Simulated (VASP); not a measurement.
An input for Quantum ESPRESSO's pw.x (written as the equivalent of a VASP run, and not itself run):

```
&CONTROL
  calculation = 'vc-relax'
  pseudo_dir = './pseudo'
  outdir = './out'
  tprnfor = .true.
  tstress = .true.
  nstep = 60
  forc_conv_thr = 0.00039
/
&SYSTEM
  ibrav = 0
  nat = 2
  ntyp = 2
  ecutwfc = 84
  occupations = 'smearing'
  smearing = 'gaussian'
  degauss = 0.003675
  input_dft = 'pbe'
/
&ELECTRONS
  conv_thr = 7.3e-08
  electron_maxstep = 100
/
&IONS
/
&CELL
/
ATOMIC_SPECIES
  Ga 69.723 Ga.upf
  As 74.922 As.upf
CELL_PARAMETERS angstrom
     0.0000000    2.8708749    2.8708749
     2.8708749    0.0000000    2.8708749
     2.8708749    2.8708749    0.0000000
ATOMIC_POSITIONS crystal
  Ga   0.0000000  0.0000000  0.0000000
  As   0.2500000  0.2500000  0.2500000
K_POINTS automatic
  7 7 7 0 0 0
```

**Question.** Write the VASP files for the same calculation (PBE).

**Answer.** This is not unique; one that fits is 
KPOINTS:
```
Automatic mesh
0
Gamma
7 7 7
0 0 0
```

INCAR:
```
ALGO  =  Normal
EDIFF  =  1E-6
EDIFFG  =  -0.01
ENCUT  =  400
GGA  =  PE
IBRION  =  2
ISIF  =  3
ISMEAR  =  0
LASPH  =  T
LCHARG  =  F
LMAXMIX  =  4
LREAL  =  F
LWAVE  =  F
NELM  =  100
NSW  =  60
PREC  =  Accurate
SIGMA  =  0.05
SYSTEM  =  GaAs
```

File POSCAR:
```
GaAs
1
    0.0000000000     2.8708749040     2.8708749040
    2.8708749040     0.0000000000     2.8708749040
    2.8708749040     2.8708749040     0.0000000000
Ga As
1 1
Direct
  0.0000000000   0.0000000000   0.0000000000
  0.2500000000   0.2500000000   0.2500000000
```

POTCAR, in this order: Ga_d As (PBE.64 set). Program: vasp_std.

The two are equivalent in intent, not identical: the potentials are each code's own (VASP's PAW set, PseudoDojo norm-conserving files in pw.x), so ENCUT and ecutwfc are chosen apart and not converted; conv_thr bounds pw.x's estimated SCF error, while EDIFF bounds the energy change between steps; forc_conv_thr acts on force components and is met together with etot_conv_thr.

The compound is GaAs in the zinc blende structure. It was relaxed first. The start is the result of an earlier pass.
